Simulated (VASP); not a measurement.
A VASP calculation is set up with these files.

**INCAR**
```
SYSTEM = Si
PREC = Accurate
ENCUT = 480
EDIFF = 1E-7
NELM = 100
ALGO = Normal
LREAL = .FALSE.
LASPH = .TRUE.
ISMEAR = 0
SIGMA = 0.05
GGA = PE
LWAVE = .FALSE.
LCHARG = .FALSE.
ISIF = 3
IBRION = 2
NSW = 40
EDIFFG = -0.01
PSTRESS = 50
```

### POSCAR
```
Si
1.0
  0.0000000000   2.7342071091   2.7342071091
  2.7342071091   0.0000000000   2.7342071091
  2.7342071091   2.7342071091   0.0000000000
Si
2
Cartesian
  0.0000000000   0.0000000000   0.0000000000
  1.3671035546   1.3671035546   1.3671035546
```

**KPOINTS**
```
Automatic mesh
0
gamma
  8 8 8
0 0 0
```

POTCAR, in this order: Si (PBE.64 set). Program: vasp_std.

Q: Translate this PBE calculation to Ansatz.

A: One equivalent input (not run):
Ansatz 0.2 input:
```yaml
crystal:
  lattice:
    - [0.0000000, 2.7342071, 2.7342071]
    - [2.7342071, 0.0000000, 2.7342071]
    - [2.7342071, 2.7342071, 0.0000000]
  atoms:
    - { symbol: Si, position: [0.0000000, 0.0000000, 0.0000000] }
    - { symbol: Si, position: [0.2500000, 0.2500000, 0.2500000] }
kpoints:
  mp_grid: { grid: [8, 8, 8] }
hamiltonian:
  xc: pbe
  pseudopotentials: { kind: paw }
scf:
  occupations: { method: gaussian, width: 0.05 }
  max_iter: 100
relax:
  max_steps: 40
  f_tol: 0.01
  cell: { p_target: 5 }
output: { forces: true, stress: true, eigenvalues: true }
```
The two are equivalent in intent, not identical: each code has its own PAW files, so the cut-off isn't converted (ENCUT is set for VASP's; basis.ecutwfc is left out, and Ansatz then takes the one that its files recommend); Ansatz stops its SCF on the density residual and VASP on the energy change (EDIFF).

The compound is Si in the diamond structure. This run relaxes it under an external pressure of 5 GPa. Symmetry was kept, so distortions that lower it aren't found.
